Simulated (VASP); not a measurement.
Energy against volume of Mo (bcc). Computed with PBEsol GGA, VASP's PBE PAW potentials (set 64) (plane waves; VASP 6.6.1). Run with 520 eV cut-off, 16×16×16 Γ-centred mesh, first-order Methfessel-Paxton smearing of 0.10 eV, potentials Mo_sv.

| V (Å³/atom) | E (eV/atom) |
|---|---|
| 14.918 | -11.77207 |
| 15.379 | -11.78337 |
| 15.841 | -11.77046 |
| 16.302 | -11.73682 |

Question: Fit these four points and predict the energy of the run at 14.456 Å³/atom.

Answer: A cubic in V^(−2/3), the third-order Birch-Murnaghan form, passes through the four points with V0 = 15.35 Å³/atom and B0 = 282 GPa, and gives -11.7325 eV/atom there. The run gave -11.7325 eV/atom, +0.1 meV/atom from the fit; all five points give B0 = 282 GPa.

The compound is Mo in the bcc structure. It was relaxed first.
